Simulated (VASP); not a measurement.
Given:

```
TiSe2
1.0
    3.42881     0.00000     0.00000
   -1.71440     2.96943     0.00000
    0.00000     0.00000    18.56499
Se Ti
2 1
Direct
  0.66667   0.33333   0.41676
  0.33333   0.66667   0.58324
  0.00000   0.00000   0.50000
```

These are LDA (Ceperley-Alder, Perdew-Zunger), VASP's LDA PAW potentials (set 64) (plane waves; VASP) values and carry that method's errors. Run with PREC = Normal, 400 eV cut-off, 18×18×1 Γ-centred mesh, first-order Methfessel-Paxton smearing of 0.10 eV, potentials Se Ti_sv.

### Question
Predict the energy per atom (σ→0), band gap (on the k-mesh) with the smallest direct gap where there is one.

### Answer

The band gap (on the k-mesh) comes out as none (metal, semimetal or under 0.01 eV). The energy per atom (σ→0) is -6.710 eV/atom.

The cell is a sheet with vacuum, built from TiSe2 (1T layered).
